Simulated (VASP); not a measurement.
```xyz
3
Lattice="1.8650 -3.2303 0.0000 1.8650 3.2303 0.0000 0.0000 0.0000 5.0800" Properties=species:S:1:pos:R:3 pbc="T T T"
Pt     0.0000     0.0000     0.0000
Se     1.8650     1.0768     1.2954
Se     1.8650    -1.0768     3.7846
```

The base run (VASP): PBE GGA, plane waves, VASP's PBE PAW potentials (set 64). Run with 400 eV cut-off, 6×6×4 Γ-centred mesh, Gaussian smearing of 0.050 eV, potentials Pt Se.

The base run took about 10 core-seconds. The timings are rough (shared machines, no repeats); factors under 2 mean little.

Pressures at a finite cut-off, here 400 eV, hold a Pulay part, which this task's highest cut-off puts under 0.2 GPa.

```tsv
setting	cost over the base run	electronic steps	pressure (GPa)
GGA = PS	within a factor of 2	13	-0.27
base run	reference	13	4.78
IVDW = 12	within a factor of 2	13	0.99
GGA = RE	within a factor of 2	14	6.52
AGGAC = 0.0, GGA = BO, LUSE_VDW = .TRUE., PARAM1 = 0.1833333333, PARAM2 = 0.22	about 2 times	13	5.95
GGA removed, LMIXTAU = .TRUE., METAGGA = R2SCAN	about 5 times	18	2.49
GGA removed, LMIXTAU = .TRUE., METAGGA = SCAN	about 6 times	20	-0.75
```

Left out are runs that failed, have no time on record or changed the cell.

The compound is PtSe2 in the 1T layered structure. The cell was not relaxed at this level.
